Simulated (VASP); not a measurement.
Input:

```xyz
2
Lattice="4.2391 0.0000 0.0000 0.0000 4.2391 0.0000 0.0000 0.0000 4.2391" Properties=species:S:1:pos:R:3 pbc="T T T"
Cs     0.0000     0.0000     0.0000
Br     2.1196     2.1196     2.1196
```

All values below come from PBE GGA with D4 dispersion, VASP's PBE PAW potentials (set 64) (plane waves; VASP). Run with 520 eV cut-off, 6×6×6 Γ-centred mesh, Gaussian smearing of 0.050 eV, potentials Cs_sv Br.

### Question
The job: CsBr (CsCl type), 2 atoms, PBE-D4, static run, 520 eV, 6×6×6 Γ-centred mesh. Roughly how much core time does it take on a busy server core?

### Answer
About 9 core-seconds (one run on a shared machine, a rough figure). It had 20 irreducible k-points, 12 bands, up to 2103 plane waves and 13 electronic steps.

The compound is CsBr in the CsCl type structure. This cell is one point of a volume scan, at 0.94 of the reference volume.
